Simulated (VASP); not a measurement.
CaO:

```
Ca O
1.0
     0.00000    2.41896    2.41896
     2.41896    0.00000    2.41896
     2.41896    2.41896    0.00000
Ca O
1 1
Direct
  0.00000 0.00000 0.00000
  0.50000 0.50000 0.50000
```

The cell was built by a generator and needn't be a form met in nature.

Base run:

```yaml
Program: VASP 6.6.1
Functional: PBE
Potentials_or_basis: VASP PAW PBE potentials, release 64 (Ca_sv, O)
Cutoff: 520 eV
k_mesh: 10 × 10 × 10
Occupations: gaussian, width 0.02 eV
Spin: no spin polarisation
```

Its results: band gap on the k mesh 3.64 eV, indirect (least direct gap 4.02 eV); pressure 0.1 GPa.

Problem. The run is repeated on the same cell with these changes: functional from PBE to r2SCAN. What comes out?

Solution. Band gap on the k mesh 4.19 eV, indirect (least direct gap 4.57 eV); pressure -2.0 GPa.

r2SCAN gives the wider gap, since meta-GGAs in the generalised Kohn-Sham scheme recover part of the derivative discontinuity.

Caveats: the PAW data sets were made with another functional, which shifts forces and pressure a little (some runs).

A k mesh can miss the band edges.
